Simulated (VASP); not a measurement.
# SnAs (Fm-3m) in VASP: density of states with LDA

Aim: the density of states of SnAs with LDA.

All numbers are computed with VASP 6.6.1; they aren't measurements. Logs are shortened: lines on timing, memory, paths and dates and some standing lists are left out, and cuts for length are marked.

## (1) Starting point

Symmetry: Fm-3m, No. 225, cubic system. The conventional cell has a = 5.673 Å, b = 5.673 Å, c = 5.673 Å, α = 90.00°, β = 90.00°, γ = 90.00°. Sn (site symmetry m-3m) is surrounded by 6 As at 2.84 Å. As (site symmetry m-3m) has 6 Sn at 2.84 Å as nearest neighbours.

## (2) Density of states, LDA

POSCAR

```
SnAs                                    
1.0
    0.0000000000      2.8365883249      2.8365883249
    2.8365883249     -0.0000000000      2.8365883249
    2.8365883249      2.8365883249     -0.0000000000
  Sn              As            
     1     1
Direct
     0.0000000000000000    0.0000000000000000    0.0000000000000000
     0.5000000000000000    0.5000000000000000    0.5000000000000000
```

INCAR.step1

```
PREC = Accurate
ENCUT = 520
EDIFF = 1E-7
ISMEAR = 0
SIGMA = 0.1
LREAL = F
LASPH = T
NELM = 80
ALGO = Normal
ISIF = 2
LWAVE = F
LCHARG = T
NBANDS = 16
```

KPOINTS.step1

```
regular mesh
0
Gamma
  12 12 12
```

INCAR.step2

```
PREC = Accurate
ENCUT = 520
EDIFF = 1E-7
ISMEAR = -5
SIGMA = 0.1
LREAL = F
LASPH = T
NELM = 80
ALGO = Normal
ISIF = 2
LWAVE = F
LCHARG = F
LORBIT = 10
NBANDS = 16
NEDOS = 2001
ICHARG = 11
```

KPOINTS.step2

```
regular mesh
0
Gamma
  18 18 18
```

Potentials or basis: VASP PAW LDA potentials, release 64 (Sn_d, As).

The run is started by

```sh
$ cat potpaw_LDA.64/Sn_d/POTCAR potpaw_LDA.64/As/POTCAR > POTCAR
$ cp INCAR.step1 INCAR
$ cp KPOINTS.step1 KPOINTS
$ mpirun -np 1 vasp_std > vasp.out
$ cp INCAR.step2 INCAR
$ cp KPOINTS.step2 KPOINTS
$ mpirun -np 1 vasp_std > vasp.out
```

OUTCAR:

```text
PREC = Accurate
   ENCUT = 520
   EDIFF = 1E-7
   ISMEAR = -5
   LREAL = F
   LASPH = T
   NELM = 80
   ISIF = 2
   LORBIT = 10
   ICHARG = 11

 ion  position               nearest neighbor table
   1  0.000  0.000  0.000-   2 2.84   2 2.84   2 2.84   2 2.84   2 2.84   2 2.84
   2  0.500  0.500  0.500-   1 2.84   1 2.84   1 2.84   1 2.84   1 2.84   1 2.84

  LATTYP: Found a face centered cubic cell.
 ALAT       =     5.6731766498

  Lattice vectors:

 A1 = (   0.0000000000,   2.8365883249,   2.8365883249)
 A2 = (   2.8365883249,   0.0000000000,   2.8365883249)
 A3 = (   2.8365883249,   2.8365883249,   0.0000000000)

Analysis of symmetry for initial positions (statically):
=====================================================================
 Subroutine PRICEL returns:
 Original cell was already a primitive cell.

 Routine SETGRP: Setting up the symmetry group for a
 face centered cubic supercell.

 Subroutine GETGRP returns: Found 48 space group operations
 (whereof 48 operations were pure point group operations)
 out of a pool of 48 trial point group operations.

The static configuration has the point symmetry O_h .

Analysis of symmetry for dynamics (positions and initial velocities):
=====================================================================
 Subroutine PRICEL returns:
 Original cell was already a primitive cell.

 Routine SETGRP: Setting up the symmetry group for a
 face centered cubic supercell.

 Subroutine GETGRP returns: Found 48 space group operations
 (whereof 48 operations were pure point group operations)
 out of a pool of 48 trial point group operations.

The dynamic configuration has the point symmetry O_h .

 Subroutine INISYM returns: Found 48 space group operations
 (whereof 48 operations are pure point group operations),
 and found     1 'primitive' translations

----------------------------------------------------------------------------------------

                                     Primitive cell

  volume of cell :      45.6477

  direct lattice vectors                    reciprocal lattice vectors
     0.000000000  2.836588325  2.836588325    -0.176268088  0.176268088  0.176268088
     2.836588325  0.000000000  2.836588325     0.176268088 -0.176268088  0.176268088
     2.836588325  2.836588325  0.000000000     0.176268088  0.176268088 -0.176268088

  length of vectors
     4.011541680  4.011541680  4.011541680     0.305305284  0.305305284  0.305305284

  position of ions in fractional coordinates (direct lattice)
     0.000000000  0.000000000  0.000000000
     0.500000000  0.500000000  0.500000000

  ion indices of the primitive-cell ions
   primitive index   ion index
                 1           1
                 2           2

----------------------------------------------------------------------------------------

 KPOINTS: regular mesh

Automatic generation of k-mesh.
 Grid dimensions read from file:
 generate k-points for:   18   18   18

 Generating k-lattice:

  Cartesian coordinates                     Fractional coordinates (reciprocal lattice)
    -0.009792672  0.009792672  0.009792672     0.055555556  0.000000000  0.000000000
     0.009792672 -0.009792672  0.009792672     0.000000000  0.055555556  0.000000000
     0.009792672  0.009792672 -0.009792672     0.000000000  0.000000000  0.055555556

  Length of vectors
     0.016961405  0.016961405  0.016961405

  Shift w.r.t. Gamma in fractional coordinates (k-lattice)
     0.000000000  0.000000000  0.000000000

 TETIRR: Found    806 inequivalent tetrahedra from    34992

 Subroutine IBZKPT returns following result:
 ===========================================

 Found    195 irreducible k-points:

 Following reciprocal coordinates:
            Coordinates               Weight
  0.000000  0.000000  0.000000      1.000000
  0.055556  0.000000  0.000000      8.000000
  0.111111  0.000000  0.000000      8.000000
  0.166667  0.000000  0.000000      8.000000
  0.222222  0.000000  0.000000      8.000000
  0.277778  0.000000  0.000000      8.000000
[... 16 lines left out ...]
 -0.277778  0.055556  0.000000     24.000000
 -0.222222  0.055556  0.000000     24.000000
 [... further k-points ...]
   k-points           NKPTS =    195   k-points in BZ     NKDIM =    195   number of bands    NBANDS=     16
   number of dos      NEDOS =   2001   number of ions     NIONS =      2
   total plane-waves  NPLWV =  27000
   dimension x,y,z NGX =    30 NGY =   30 NGZ =   30
   dimension x,y,z NGXF=    60 NGYF=   60 NGZF=   60
   ions per type =               1   1
   NGX,Y,Z   is equivalent  to a cutoff of  12.43, 12.43, 12.43 a.u.
   NGXF,Y,Z  is equivalent  to a cutoff of  24.87, 24.87, 24.87 a.u.
 SYSTEM =  unknown system
   PREC   = accura    normal or accurate (medium, high low for compatibility)
   ISTART =      0    job   : 0-new  1-cont  2-samecut
   ICHARG =     11    charge: 1-file 2-atom 10-const
   ISPIN  =      1    spin polarized calculation?
   LNONCOLLINEAR =      F non collinear calculations
   LSORBIT =      F    spin-orbit coupling
   LASPH  =      T    aspherical Exc in radial PAW
   ENCUT  =  520.0 eV  38.22 Ry    6.18 a.u.   7.46  7.46  7.46*2*pi/ulx,y,z
   NELM   =     80;   NELMIN=  2; NELMDL=  0     # of ELM steps
   EDIFF  = 0.1E-06   stopping-criterion for ELM
   LREAL  =      F    real-space projection
   EDIFFG = 0.1E-05   stopping-criterion for IOM
   NSW    =      0    number of steps for IOM
   IBRION =     -1    ionic relax: 0-MD 1-quasi-New 2-CG
   NFREE  =      0    steps in history (QN), initial steepest desc. (CG)
   ISIF   =      2    stress and relaxation
   ISYM   =      2    0-nonsym 1-usesym 2-fastsym
   POTIM  = 0.5000    time-step for ionic-motion
   TEBEG  =    0.0;   TEEND  =   0.0 temperature during run
   PSTRESS=    0.0 pullay stress
   NELECT =      19.0000    total number of electrons
   NUPDOWN=      -1.0000    fix difference up-down
   EMIN   =  10.00;   EMAX   =-10.00  energy-range for DOS
   EFERMI =   0.00;   METHOD = LEGACY
   ISMEAR =    -5;   SIGMA  =   0.10  broadening in eV -4-tet -1-fermi 0-gaus
   EFERMI_NEDOS =   21; number of points for ismear=-14 and -15
   IALGO  =     38    algorithm
   IMIX   =      4    mixing-type and parameters
     AMIX     =   0.40;   BMIX     =  1.00
     AMIX_MAG =   1.60;   BMIX_MAG =  1.00
  volume/ion in A,a.u.               =      22.82       154.02
  Fermi-wavevector in a.u.,A,eV,Ry     =   1.222324  2.309858 20.328142  1.494076
  Thomas-Fermi vector in A             =   2.357475
   LORBIT       =     10    0 simple, 1 ext, 2 COOP (PROOUT), +10 PAW based schemes
   GGA     = CA    functional components
   LHFCALC =     F    Hartree Fock is set to
   AEXX    =    0.0000 exact exchange contribution
   IVDW    =     0    specifies the selected vdW correction
   LEPSILON=     F    determine dielectric tensor
   LRPA    =     F    only Hartree local field effects (RPA)
 non-spin polarized calculation
 Fermi weights with tetrahedron method with Bloechl corrections
  energy-cutoff  :      520.00
  volume of cell :       45.65
 maximum number of plane-waves:      1249
 NGX is ok and might be reduce to    30

 number of electron      18.9999999 magnetization

 Free energy of the ion-electron system (eV)
  ---------------------------------------------------
  ext. energy  EPLUGINS =         0.00000000
  ---------------------------------------------------
  free energy    TOTEN  =       -10.06251147 eV

  energy without entropy =      -10.06251147  energy(sigma->0) =      -10.06251147

 E-fermi :   7.2435     XC(G=0): -10.6576

 val. band max:        7.2389312402   @ k =  -0.4444   0.2778   0.1111
 cond. band min:       7.2001347455   @ k =   0.3889   0.2222   0.1111
 fundamental gap:     -0.0387964947
 Fermi energy:         7.2435213210

 k-point     1 :       0.0000    0.0000    0.0000
  band No.  band energies     occupation
      1     -14.2599      2.00000
      2     -14.2599      2.00000
      3     -14.2408      2.00000
      4     -14.2408      2.00000
      5     -14.2408      2.00000
      6      -6.1678      2.00000
[... 8 lines left out ...]
     15      13.3137      0.00000
     16      13.3137      0.00000

 k-point     2 :       0.0556    0.0000    0.0000
  band No.  band energies     occupation
      1     -14.2602      2.00000
      2     -14.2602      2.00000
      3     -14.2407      2.00000
      4     -14.2402      2.00000
      5     -14.2402      2.00000
      6      -6.1297      2.00000
[... 8 lines left out ...]
     15      13.4212      0.00000
     16      13.4212      0.00000

 k-point     3 :       0.1111    0.0000    0.0000
  band No.  band energies     occupation
      1     -14.2613      2.00000
      2     -14.2613      2.00000
      3     -14.2404      2.00000
      4     -14.2384      2.00000
      5     -14.2384      2.00000
      6      -6.0159      2.00000
[... 8 lines left out ...]
     15      13.6752      0.00000
     16      13.6752      0.00000

 k-point     4 :       0.1667    0.0000    0.0000
  band No.  band energies     occupation
      1     -14.2631      2.00000
      2     -14.2631      2.00000
      3     -14.2399      2.00000
      4     -14.2354      2.00000
      5     -14.2354      2.00000
      6      -5.8281      2.00000
[... 8 lines left out ...]
     15      14.0614      0.00000
     16      14.0614      0.00000
[... 324 lines left out ...]
 k-point    22 :      -0.3333    0.0556    0.0000
  band No.  band energies     occupation
      1     -14.2731      2.00000
      2     -14.2716      2.00000
      3     -14.2378      2.00000
      4     -14.2226      2.00000
      5     -14.2206      2.00000
      6      -4.7154      2.00000
[... 8 lines left out ...]
     15      15.7934      0.00000
     16      17.0911      0.00000

 k-point    23 :      -0.2778    0.0556    0.0000
  band No.  band energies     occupation
      1     -14.2709      2.00000
      2     -14.2685      2.00000
      3     -14.2384      2.00000
      4     -14.2267      2.00000
      5     -14.2241      2.00000
      6      -5.0968      2.00000
[... 8 lines left out ...]
     15      15.0474      0.00000
     16      16.2534      0.00000

 k-point    24 :      -0.2222    0.0556    0.0000
  band No.  band energies     occupation
      1     -14.2683      2.00000
      2     -14.2654      2.00000
      3     -14.2392      2.00000
      4     -14.2310      2.00000
      5     -14.2282      2.00000
      6      -5.4364      2.00000
[... 8 lines left out ...]
     15      14.4237      0.00000
     16      15.5031      0.00000

 [... further k-points ...]

------------------------ aborting loop because EDIFF is reached ----------------------------------------

  FORCE on cell =-STRESS in cart. coord.  units (eV):
  Direction    XX          YY          ZZ          XY          YZ          ZX
  --------------------------------------------------------------------------------------
  -------------------------------------------------------------------------------------
  Total        0.0845146      0.0845146      0.0845146      0.0000000      0.0000000     -0.0000000
  in kB        2.9663562      2.9663562      2.9663562      0.0000000      0.0000000     -0.0000000
  external PRESSURE =       2.9663562 kB  Pullay stress =       0.0000000 kB

 VOLUME and BASIS-vectors are now :
 -----------------------------------------------------------------------------
  energy-cutoff  :      520.00
  volume of cell :       45.65
      direct lattice vectors                 reciprocal lattice vectors
     0.000000000  2.836588325  2.836588325    -0.176268088  0.176268088  0.176268088
     2.836588325  0.000000000  2.836588325     0.176268088 -0.176268088  0.176268088
     2.836588325  2.836588325  0.000000000     0.176268088  0.176268088 -0.176268088

 POSITION                                       TOTAL-FORCE (eV/Angst)
 -----------------------------------------------------------------------------------
      0.00000      0.00000      0.00000        -0.000000      0.000000      0.000000
      2.83659      2.83659      2.83659         0.000000     -0.000000     -0.000000
 -----------------------------------------------------------------------------------
    total drift:                               -0.000000      0.000000      0.000000

  FREE ENERGIE OF THE ION-ELECTRON SYSTEM (eV)
  ---------------------------------------------------
  free  energy   TOTEN  =       -10.0625114745 eV

  energy  without entropy=      -10.0625114745  energy(sigma->0) =      -10.06251147

 total charge

# of ion       s       p       d       tot
------------------------------------------
    1        1.240   0.982  10.018  12.240
    2        1.272   1.461   0.036   2.769
--------------------------------------------------
tot          2.512   2.443  10.054  15.009
```

Run time: 2.3 min. Hardware: 1 thread of Intel Xeon Platinum 8488C (Sapphire Rapids), shared host; peak memory 0.25 GiB.

What came out:

| Property | Result |
| --- | --- |
| Valence electrons inside the program's atomic spheres | Sn 12.24; As 2.77 |

States per cell in windows of 1 eV (zero at the Fermi level; states under -8 eV left out):
| from (eV) | total | As2_p | Sn1_p | Sn1_s | Sn1_d | As2_s | As2_d |
| --- | --- | --- | --- | --- | --- | --- | --- |
| -8.0 | 0.93 | 0.08 | 0.01 | 0.44 | 0.00 | 0.06 | 0.00 |
| -7.0 | 0.54 | 0.05 | 0.02 | 0.21 | 0.00 | 0.08 | 0.00 |
| -6.0 | 0.43 | 0.06 | 0.05 | 0.08 | 0.00 | 0.04 | 0.00 |
| -5.0 | 0.68 | 0.13 | 0.12 | 0.04 | 0.01 | 0.02 | 0.00 |
| -4.0 | 1.05 | 0.25 | 0.20 | 0.03 | 0.01 | 0.02 | 0.00 |
| -3.0 | 1.16 | 0.30 | 0.21 | 0.03 | 0.02 | 0.02 | 0.01 |
| -2.0 | 1.15 | 0.34 | 0.18 | 0.05 | 0.03 | 0.02 | 0.01 |
| -1.0 | 0.80 | 0.22 | 0.12 | 0.07 | 0.02 | 0.02 | 0.01 |
| 0.0 | 0.88 | 0.20 | 0.14 | 0.12 | 0.03 | 0.03 | 0.01 |
| 1.0 | 0.59 | 0.05 | 0.20 | 0.02 | 0.01 | 0.03 | 0.02 |
| 2.0 | 1.01 | 0.12 | 0.33 | 0.03 | 0.02 | 0.05 | 0.03 |
| 3.0 | 1.20 | 0.17 | 0.24 | 0.05 | 0.06 | 0.03 | 0.04 |
| 4.0 | 1.34 | 0.24 | 0.24 | 0.05 | 0.06 | 0.02 | 0.05 |
| 5.0 | 1.21 | 0.24 | 0.23 | 0.03 | 0.05 | 0.01 | 0.05 |
| 6.0 | 1.35 | 0.23 | 0.28 | 0.02 | 0.08 | 0.01 | 0.05 |
| 7.0 | 1.39 | 0.21 | 0.29 | 0.01 | 0.11 | 0.01 | 0.06 |

Caveat: tetrahedron occupations give inexact forces and stress in metals.
